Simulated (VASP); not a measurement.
The system is GdN.

```xyz
2
Lattice="0.0000 2.4990 2.4990 2.4990 0.0000 2.4990 2.4990 2.4990 0.0000" Properties=species:S:1:pos:R:3 pbc="T T T"
Gd    0.0000    0.0000    0.0000
N     2.4990    2.4990    2.4990
```

The cell comes from a database or a generator and needn't be the stable form of this composition.

Base run:

- Program: VASP 6.6.1
- Functional: PBE
- Potentials or basis: VASP PAW PBE potentials, release 64 (Gd, N)
- Cutoff: 520 eV
- k mesh: 10 × 10 × 10
- Occupations: fermi-dirac, width 0.05 eV
- Spin: collinear spin, ferromagnetic start
- Starting moments: [7.0, 0.0] μB

Its results: pressure -1.2 GPa; net moment 7.00 μB per cell; site moments Gd +6.80; N -0.09 μB.

Problem. The run is repeated on the same cell with these changes: hubbard terms from none to Gd f U = 8 eV. What comes out?

Solution. Pressure 1.1 GPa; net moment 7.00 μB per cell; site moments Gd +6.88; N -0.12 μB.

Caveats: a cell with one magnetic atom can't hold antiferromagnetic order, which such compounds often take.
